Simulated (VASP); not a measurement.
Energy against volume of PbS (rock salt). These are revTPSS meta-GGA, VASP's PBE PAW potentials (set 64) (plane waves; VASP) values and carry that method's errors. Settings: 520 eV cut-off, 8×8×8 Γ-centred mesh, Gaussian smearing of 0.050 eV, potentials Pb_d S.

```json
[
 {"V (Å³/atom)": "25.763", "E (eV/atom)": "16.93872"},
 {"V (Å³/atom)": "26.559", "E (eV/atom)": "16.93382"},
 {"V (Å³/atom)": "27.356", "E (eV/atom)": "16.93738"},
 {"V (Å³/atom)": "28.153", "E (eV/atom)": "16.94819"}
]
```

### Question
Fit these four points and predict the energy of the run at 24.966 Å³/atom.

### Answer
A cubic in V^(−2/3), the third-order Birch-Murnaghan form, passes through the four points with V0 = 26.60 Å³/atom and B0 = 56 GPa, and gives 16.9535 eV/atom there. The run gave 16.9536 eV/atom, +0.0 meV/atom from the fit; all five points give B0 = 56 GPa.

The compound is PbS in the rock salt structure. It was relaxed first.
